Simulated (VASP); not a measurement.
A convergence study with VASP on LiH (rock salt): one setting is varied, all else stays as given below, so the limit is that of these other settings. Each run relaxes cell and ions from the cell shown.

```
LiH
1.0
    0.00000     2.04000     2.04000
    2.04000     0.00000     2.04000
    2.04000     2.04000     0.00000
Li H
1 1
Direct
  0.00000   0.00000   0.00000
  0.50000   0.50000   0.50000
```

All values below come from PBE GGA, VASP's PBE PAW potentials (set 64) (plane waves; VASP). The tightest run used: 700 eV cut-off, 15×15×15 Γ-centred mesh, Gaussian smearing of 0.050 eV, potentials Li_sv H.

Gaps are read on the run's mesh, which can miss a band edge.

**Question.** The settings run are 2×2×2 mesh; 3×3×3 mesh; 4×4×4 mesh; 5×5×5 mesh; 6×6×6 mesh; 7×7×7 mesh; 8×8×8 mesh; 10×10×10 mesh; 11×11×11 mesh; 12×12×12 mesh; 13×13×13 mesh; 14×14×14 mesh; 15×15×15 mesh. From which on does the relaxed volume stay within 0.02 Å³/atom of the tightest run?

**Answer.** From 5×5×5 mesh on: it is off by 0.001 there and by no more than 0.02 in any finer run, while 4×4×4 mesh is off by 0.064.
```json
[
 {"setting": "2×2×2 mesh", "relaxed volume (Å³/atom)": "9.680", "E (eV/atom)": "-2.7388", "gap on the mesh (eV)": "2.902", "irreducible k-points": "3", "difference judged (Å³/atom)": "1.688"},
 {"setting": "3×3×3 mesh", "relaxed volume (Å³/atom)": "7.910", "E (eV/atom)": "-3.0824", "gap on the mesh (eV)": "6.153", "irreducible k-points": "4", "difference judged (Å³/atom)": "0.082"},
 {"setting": "4×4×4 mesh", "relaxed volume (Å³/atom)": "8.055", "E (eV/atom)": "-3.0569", "gap on the mesh (eV)": "2.970", "irreducible k-points": "8", "difference judged (Å³/atom)": "0.064"},
 {"setting": "5×5×5 mesh", "relaxed volume (Å³/atom)": "7.992", "E (eV/atom)": "-3.0643", "gap on the mesh (eV)": "4.003", "irreducible k-points": "10", "difference judged (Å³/atom)": "0.001"},
 {"setting": "6×6×6 mesh", "relaxed volume (Å³/atom)": "7.999", "E (eV/atom)": "-3.0635", "gap on the mesh (eV)": "2.975", "irreducible k-points": "16", "difference judged (Å³/atom)": "0.007"},
 {"setting": "7×7×7 mesh", "relaxed volume (Å³/atom)": "7.993", "E (eV/atom)": "-3.0640", "gap on the mesh (eV)": "3.478", "irreducible k-points": "20", "difference judged (Å³/atom)": "0.001"},
 {"setting": "8×8×8 mesh", "relaxed volume (Å³/atom)": "7.992", "E (eV/atom)": "-3.0640", "gap on the mesh (eV)": "2.976", "irreducible k-points": "29", "difference judged (Å³/atom)": "0.000"},
 {"setting": "10×10×10 mesh", "relaxed volume (Å³/atom)": "7.991", "E (eV/atom)": "-3.0641", "gap on the mesh (eV)": "2.976", "irreducible k-points": "47", "difference judged (Å³/atom)": "0.001"},
 {"setting": "11×11×11 mesh", "relaxed volume (Å³/atom)": "7.991", "E (eV/atom)": "-3.0641", "gap on the mesh (eV)": "3.173", "irreducible k-points": "56", "difference judged (Å³/atom)": "0.000"},
 {"setting": "12×12×12 mesh", "relaxed volume (Å³/atom)": "7.990", "E (eV/atom)": "-3.0641", "gap on the mesh (eV)": "2.976", "irreducible k-points": "72", "difference judged (Å³/atom)": "0.001"},
 {"setting": "13×13×13 mesh", "relaxed volume (Å³/atom)": "7.991", "E (eV/atom)": "-3.0641", "gap on the mesh (eV)": "3.116", "irreducible k-points": "84", "difference judged (Å³/atom)": "0.000"},
 {"setting": "14×14×14 mesh", "relaxed volume (Å³/atom)": "7.991", "E (eV/atom)": "-3.0641", "gap on the mesh (eV)": "2.976", "irreducible k-points": "104", "difference judged (Å³/atom)": "0.000"},
 {"setting": "15×15×15 mesh", "relaxed volume (Å³/atom)": "7.991", "E (eV/atom)": "-3.0641", "gap on the mesh (eV)": "3.081", "irreducible k-points": "120", "difference judged (Å³/atom)": "0.000"}
]
```

Left out are rungs that failed or repeat a setting and relaxations that didn't move; long series are thinned to 24 rows.

The compound is LiH in the rock salt structure.
